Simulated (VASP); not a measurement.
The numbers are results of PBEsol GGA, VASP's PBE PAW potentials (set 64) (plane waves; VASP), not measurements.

A VASP calculation is set up with these files.

**POSCAR**
```
MnGe2
1
    4.5917182578     0.0000000015    -0.0000000000
   -2.2958586263     3.9765448022    -0.0000000000
    0.0000000000     0.0000000000     6.5984526238
Mn Ge
3 6
Direct
  0.5000000000   0.0000000000   0.0000000000
  0.5000000000   0.5000000000   0.3333330000
  0.0000000000   0.5000000000   0.6666670000
  0.1692767905   0.3385535809   0.0000000000
  0.8307232095   0.1692767905   0.3333330000
  0.6614464191   0.8307232095   0.6666670000
  0.8307232095   0.6614464191   0.0000000000
  0.1692767905   0.8307232095   0.3333330000
  0.3385535809   0.1692767905   0.6666670000
```

### KPOINTS
```
Automatic mesh
0
Gamma
7 7 4
0 0 0
```

INCAR:
```
SYSTEM = MnGe2
PREC = Accurate
ENCUT = 400
EDIFF = 1E-6
NELM = 100
ALGO = Normal
LREAL = .FALSE.
LASPH = .TRUE.
ISMEAR = 1
SIGMA = 0.1
GGA = PS
LMAXMIX = 4
ISPIN = 2
MAGMOM = 4.0 4.0 4.0 0.0 0.0 0.0 0.0 0.0 0.0
LORBIT = 10
LWAVE = .FALSE.
LCHARG = .FALSE.
IBRION = 2
ISIF = 3
NSW = 60
EDIFFG = -0.02
```

POTCAR, in this order: Mn_pv Ge_d (PBE.64 set). Program: vasp_std.

**Question.** What will the output report for the number of irreducible k-points (NKPTS), number of bands (NBANDS), largest plane-wave count, number of space-group operations, FFT grid (NGX, NGY, NGZ)?

**Answer.** 
The number of irreducible k-points (NKPTS) comes out as 24, the number of bands (NBANDS) is 79 and the largest plane-wave count is 2218. The number of space-group operations comes out as 12 and the FFT grid (NGX, NGY, NGZ) comes out as 30 × 30 × 48.

The structure was generated: MnGe2 was put into the CrSi2 type (P6_222), which need not be its known phase. This run relaxes it. Symmetry was kept, so distortions that lower it aren't found. The start is the result of an earlier pass.
